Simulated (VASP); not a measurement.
# Bulk modulus and pressure derivative of A7-type antimony from stress and from energy at PBEsol, with cell shape and fractional positions held

A model of stress in an antimony film, as used in phase-change memories or thermoelectric stacks, needs, among other elastic constants, a bulk modulus B0, and under larger loads its pressure derivative B0′. It has to be decided which of two routes supplies them, and how many digits to pass on. The problem is to obtain both constants for A7-type Sb at PBEsol, once from the pressure given by the stress tensor and once from the energy per atom above the lowest point. Both are followed against Eulerian strain, counted from the fitted volume V0 and positive in compression. The pressure at one moderately compressed volume is then to be predicted from the other pressures and the constants fitted to the energies.

## Set-up

One crystal, Sb (A7-type) (known phase), at PBEsol: single-point runs on uniformly scaled copies of a cell relaxed at PBEsol; symmetry leaves the fractional positions and the cell shape free, held here. Program: VASP 6.6.1, plane waves and PAW (data sets made for PBE of release 64), scalar-relativistic without spin-orbit coupling, no spin polarisation. Cutoff 400 eV; on the k meshes the divisions times the cell-vector length are 26 Å or more. Occupations: Gaussian smearing of 0.05 eV.

Notes on method and selection:

- Third-order Birch-Murnaghan: P = 3·B0·f·(1 + 2f)^(5/2)·[1 + (3/2)(B0′ − 4)·f]. The fit to the energies of these runs gives B0 = 57.2 GPa and B0′ = 4.00.
- Static lattice. The pressure from the stress tensor and the slope of the energy need not agree exactly at a finite cutoff and mesh.
- With the fractional positions and the cell shape held the modulus is an upper bound.
- A measured value is attached only where its sources agree among themselves; tables made before the last selection also left out values far from the computed one, as likely another phase or mode.
- Series whose points a third-order Birch-Murnaghan form does not fit, or whose B0′ lies outside 2 to 8, were left out.
- Crystals whose pressure at the fitted V0 departs from zero by more than 0.6 % of B0 plus 0.1 GPa, and layered compounds, were left out.
- Runs that did not converge, have known faults or may not be shown are not listed, and runs on Ansatz's PAW sets soft_1 and soft_2 are kept to separate tables.

Columns:

- Eulerian strain: Eulerian strain f = ½[(V0/V)^(2/3) − 1] with the fitted V0 = 30.1971 Å³ per atom, compression positive.
- fitted bulk modulus (GPa): bulk modulus at that volume from the third-order Birch-Murnaghan fit to the energies.
- volume (Å³): volume per atom.
- pressure (GPa): pressure from the stress tensor, compression positive.
- energy (meV/atom): energy per atom above the lowest point, extrapolated to zero smearing.

## Results

| member | Eulerian strain | fitted bulk modulus (GPa) | volume (Å³) | pressure (GPa) | energy (meV/atom) |
| --- | --- | --- | --- | --- | --- |
| V = 32.032 Å³ | −0.01928 | 44.8 | 32.0323 | −3.02 | 18.00 |
| V = 31.428 Å³ | −0.01314 | 48.6 | 31.4279 | −2.13 | 8.28 |
| V = 30.824 Å³ | −0.00680 | 52.6 | 30.8235 | −1.12 | 2.14 |
| V = 30.219 Å³ | −0.00024 | 57.0 | 30.2191 | −0.03 | 0.00 |
| V = 29.615 Å³ | 0.00653 | 61.8 | 29.6148 | ? | ? |
| V = 29.010 Å³ | 0.01354 | 66.9 | 29.0104 | 2.48 | 8.73 |
| V = 28.406 Å³ | 0.02080 | 72.5 | 28.4060 | 4.02 | 20.96 |

Cells marked ? are withheld until the estimate has been made.

Least-squares fits to the members shown, with x = Eulerian strain; R² and errors in the fitted variable (y, or ln y where the fit is in ln y):

| y | members | fit | R² | rms residual | leave-one-out rms | the same for the mean of the others |
| --- | --- | --- | --- | --- | --- | --- |
| pressure (GPa) | 6 | y = 0.002226 + 173.6 x + 891.4 x² | 1.00 | 0.019 | 0.049 | 3.0 |
| energy (meV/atom) | 6 | y = −0.08782 − 0.6597 x + 48590 x² | 1.00 | 0.053 | 0.12 | 9.2 |

## Interpretation

The pressure rises from −3.02 GPa in the most expanded cell to 4.02 GPa in the most compressed one, and it rises faster on the compressed side. Per unit strain it is 2.48 / 0.01354 = 183 GPa in compression and 2.13 / 0.01314 = 162 GPa in expansion. Shortened bonds meet a steeply growing repulsion between the electron shells, while stretched bonds weaken. In Eulerian strain nearly all of this asymmetry sits in the factor (1 + 2f)^(5/2), which arises when the slope of the energy in f is turned into a pressure; the energy itself is close to a parabola in f.

For small f the Birch-Murnaghan pressure is 3·B0·f·[1 + 5f + (3/2)(B0′ − 4)·f]. The quadratic fit to the pressures therefore gives B0 = 173.6 / 3 = 57.9 GPa and B0′ = 4 + (2/3) × (891.4 / 173.6 − 5) = 4.09.

The energy belonging to the same form is (9/2)·B0·V0·f² when B0′ = 4. Its fitted coefficient gives B0 = 2 × 48590 / (9 × 30.1971) = 357.6 meV/Å³. With 1 meV/Å³ = 0.1602 GPa this is 357.6 × 0.1602 = 57.3 GPa. The full third-order fit to the energies gives 57.2 GPa and 4.00. The two routes thus agree in B0 to about 1 %.

B0′ is less firmly fixed. Dividing each pressure by 3f(1 + 2f)^(5/2) should give a straight line in f whose slope is (3/2)·B0·(B0′ − 4). The outermost pair of volumes gives 3.02 / (3 × 0.01928 × (1 − 2 × 0.01928)^(5/2)) = 57.6 GPa and 4.02 / (3 × 0.02080 × (1 + 2 × 0.02080)^(5/2)) = 58.2 GPa, hence B0′ roughly 4.2. The next pair gives 2.13 / (3 × 0.01314 × (1 − 2 × 0.01314)^(5/2)) = 57.8 GPa and 2.48 / (3 × 0.01354 × (1 + 2 × 0.01354)^(5/2)) = 57.1 GPa, hence B0′ roughly 3.7. A value of 4 with an uncertainty of a few tenths is what these pressures support.

For the film model, 57 to 58 GPa is an upper bound for this level. In a real crystal under pressure the two atoms of the cell would shift along the trigonal axis and the axial ratio would adjust, and both motions lower the energy of a strained cell and soften the response.

## An estimate before looking

Plain estimates from the members shown:

- V = 29.615 Å³, fit at x = 0.00653: 1.17 GPa
- V = 29.615 Å³, straight-line interpolation between V = 30.219 Å³ and V = 29.010 Å³: w = (0.00653 − (−0.00024)) / (0.01354 − (−0.00024)) = 0.491, so −0.03 + 0.491 × (2.48 − (−0.03)) = 1.20 GPa

The straight line between the neighbouring volumes gives 1.20 GPa, which is too high because the pressure curve bends upward and a chord lies above it. The excess is the quadratic coefficient of the fit times the strain distances to the two neighbours, 891.4 × 0.00677 × 0.00701 = 0.04 GPa.

The route chosen is the Birch-Murnaghan form with the constants from the energies, B0 = 57.2 GPa and B0′ = 4.00, for which the last bracket equals one. At f = 0.00653 it gives

P = 3 × 57.2 × 0.00653 × (1 + 2 × 0.00653)^(5/2) = 1.16 GPa.

The same formula can be tried on all six shown pressures. At five of them it misses by about 0.02 GPa or less. In the most compressed cell it gives 3 × 57.2 × 0.02080 × (1 + 2 × 0.02080)^(5/2) = 3.95 GPa against 4.02 GPa in the table, a miss of 0.07 GPa. The root-mean-square miss is 0.03 GPa, and most of it comes from that cell.

No further shift is applied. The crystal, the level and the held coordinates are the same in every row, and the strain lies well inside the range covered. The quadratic fit to the pressures, at 1.17 GPa, falls within the error bar, which is taken from the scatter of the chosen formula.

**Committed estimate, V = 29.615 Å³: pressure = 1.16 ± 0.03 GPa.**

## Outcome

| member | Eulerian strain | fitted bulk modulus (GPa) | volume (Å³) | pressure (GPa) | energy (meV/atom) |
| --- | --- | --- | --- | --- | --- |
| V = 29.615 Å³ | 0.00653 | 61.8 | 29.6148 | 1.14 | 2.06 |

| member | estimate | pressure (GPa) | computed | estimate − computed | miss in error bars |
| --- | --- | --- | --- | --- | --- |
| V = 29.615 Å³ | committed | 1.16 | 1.14 | +0.02 | 0.7 |
| V = 29.615 Å³ | fit | 1.17 | 1.14 | +0.03 |  |
| V = 29.615 Å³ | interpolation | 1.20 | 1.14 | +0.06 |  |

The estimate of 1.16 GPa lies 0.02 GPa above the computed 1.14 GPa, inside its error bar of 0.03 GPa. It came closer than the straight line between the neighbours (1.20 GPa), but its lead over the quadratic fit (1.17 GPa) is only 0.01 GPa and means nothing.

The argument about the chord held in sign. The straight line was expected to be 0.04 GPa too high and was 0.06 GPa too high, a difference within the scatter of the pressures. The stiffening on compression shows directly in the new point: the pressure rises by 1.17 / 0.00677 = 173 GPa per unit strain up to this volume and by 1.34 / 0.00701 = 191 GPa from there to the next.

The constants behind the estimate were fitted to the energies of the whole series, this volume included. The result is therefore a check that stress and energy agree, and less a test of how well the equation of state predicts an unseen volume.

## Exceptions

Least-squares fits to the whole series, with x = Eulerian strain; R² and errors in the fitted variable (y, or ln y where the fit is in ln y):

| y | members | fit | R² | rms residual | leave-one-out rms | the same for the mean of the others |
| --- | --- | --- | --- | --- | --- | --- |
| pressure (GPa) | 7 | y = −0.007833 + 173.4 x + 920.8 x² | 1.00 | 0.021 | 0.050 | 2.7 |
| energy (meV/atom) | 7 | y = −0.06410 − 0.1562 x + 48520 x² | 1.00 | 0.055 | 0.10 | 8.8 |

Largest departures from the fit to the whole series:

| member | pressure (GPa) | fit | computed − fit | in rms residuals |
| --- | --- | --- | --- | --- |
| V = 29.010 Å³ | 2.48 | 2.51 | −0.03 | 1.4 |
| V = 30.824 Å³ | −1.12 | −1.14 | +0.02 | 1.2 |
| V = 29.615 Å³ | 1.14 | 1.16 | −0.02 | 1.1 |
| V = 28.406 Å³ | 4.02 | 4.00 | +0.02 | 1.1 |

No volume stands out. The largest departure from the quadratic fit is −0.03 GPa at 29.010 Å³, or 1.4 rms residuals, and the next three are 0.02 GPa in size with both signs among them. Differences this small can plausibly come from the finite cutoff and k mesh, and they call for no physical cause.

## Against measurement

| member | quantity | measured | computed | computed − measured | conditions | source |
| --- | --- | --- | --- | --- | --- | --- |
| V = 30.219 Å³ | fitted bulk modulus (GPa) | 39.7 | 57.0 | +17.3 (+43.6 %) | 298 K; B0 with B0' fixed at 4; equation-of-state fit with the pressure derivative fixed at 4; high-pressure X-ray diffraction | [1] |

Sources:

[1] "Effect of pressure on the Raman modes of antimony" (2006, arXiv:cond-mat/0608676)

The computed modulus of 57.0 GPa is 17.3 GPa, or 43.6 %, above the 39.7 GPa measured by high-pressure X-ray diffraction at 298 K. Both numbers go with a pressure derivative of 4, so a different B0′ in the two fits doesn't explain the gap.

The held coordinates are the likeliest main cause. In the experiment the two atoms of the cell can shift along the trigonal axis as the crystal is compressed, and the axial ratio can change. In an A7 crystal the internal shift follows a soft vibration and may lower the modulus by roughly tens of per cent, which is the size needed here. Thermal expansion and lattice vibrations act in the same direction, by roughly a few per cent. The comparison is therefore no measure of the error of PBEsol itself.

The measured number has a weakness of its own. Its derivative was imposed, and if the real one is larger than 4, the fit has returned too high a B0 and the gap is wider still. For the same reason the experiment offers no check on the computed B0′.

## Closing remarks

Pressure and energy give the same B0 to about 1 %: 173.4 / 3 = 57.8 GPa from the stresses of all seven volumes and 57.2 GPa from the energies. B0′ is looser. The quadratic fit to the pressures gave 4.09 with six volumes and gives 4 + (2/3) × (920.8 / 173.4 − 5) = 4.21 with seven, against 4.00 from the energies. Between −3 and 4 GPa the Birch-Murnaghan form with the constants from the energies reproduces the pressures to about 0.03 GPa root mean square, with a larger miss of 0.07 GPa at the most compressed volume.

For the film model the choice of route hardly matters, while the held coordinates do. Reducing the volume by 1 % takes about 0.01 × 57.2 = 0.57 GPa in the held crystal, but 0.01 × 39.7 = 0.40 GPa with the measured modulus. The model should use the measured B0, or one computed with positions and cell shape relaxed at each volume, and two digits are enough. For B0′ these runs support one digit, 4, and only for the held crystal.
